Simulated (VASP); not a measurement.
Input:

```yaml
crystal:
  lattice:
    - [2.86096, 0.00000, 0.00000]
    - [0.00000, 2.86096, 0.00000]
    - [0.00000, 0.00000, 2.86096]
  atoms:
    - { symbol: Al, position: [0.50000, 0.50000, 0.50000] }
    - { symbol: Ni, position: [0.00000, 0.00000, 0.00000] }
```

All values below come from PBE GGA with D3 dispersion (zero damping), VASP's PBE PAW potentials (set 64) (plane waves; VASP). Numerical set-up: 520 eV cut-off, Gaussian smearing of 0.050 eV, potentials Al Ni.

### Question
Give the energies of bands 1 to 9 at the high-symmetry points, in eV from the Fermi level.

### Answer

```
band       Γ      X      M      R
----  ------  -----  -----  -----
1     -11.30  -7.02  -5.42  -4.21
2      -3.33  -6.90  -3.46  -4.21
3      -3.33  -2.84  -2.95  -4.21
4      -1.59  -2.31  -2.95  -1.02
5      -1.59  -2.31  -2.14  -1.02
6      -1.59  -1.50  -2.14   1.98
7       5.58  -0.66  -1.05   1.98
8       5.58   8.30   1.51   1.98
9       5.58  10.12   2.56   3.87
```

It has no gap at this level: it comes out as a metal or semimetal.

The compound is NiAl in the CsCl type structure. It was relaxed first. The run is not spin-polarised, so no magnetic state was tried. The electron count is odd and the run is not spin-polarised, which forces a metal.
